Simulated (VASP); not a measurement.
Here is the system:

```
CELL_PARAMETERS angstrom
      3.05807     0.00000     0.00000
      0.00000     3.05807     0.00000
      0.00000     0.00000     3.05807
ATOMIC_POSITIONS crystal
  Sn 0.00000 0.00000 0.00000
```

Level of theory: r2SCAN meta-GGA, VASP's PBE PAW potentials (set 64) (plane waves; VASP). Run with 400 eV cut-off, 13×13×13 Γ-centred mesh, tetrahedra with Blöchl corrections, potentials Sn_d.

Q: Give the energies of bands 6 to 10 at the high-symmetry points, in eV from the Fermi level.

A: 
```json
[
 {"band": "6", "Γ": "-11.31", "X": "-8.06", "M": "-4.55", "R": "-0.38"},
 {"band": "7", "Γ": "5.69", "X": "-4.85", "M": "-2.35", "R": "0.09"},
 {"band": "8", "Γ": "5.69", "X": "8.45", "M": "-2.35", "R": "0.09"},
 {"band": "9", "Γ": "5.69", "X": "8.45", "M": "3.19", "R": "0.09"},
 {"band": "10", "Γ": "9.06", "X": "11.96", "M": "11.51", "R": "6.24"}
]
```

It has no gap at this level: it comes out as a metal or semimetal.

The structure was generated: Sn was put into the simple-cubic type (Pm-3m), which need not be its known phase. It was relaxed first, which changed the volume by -5 %.
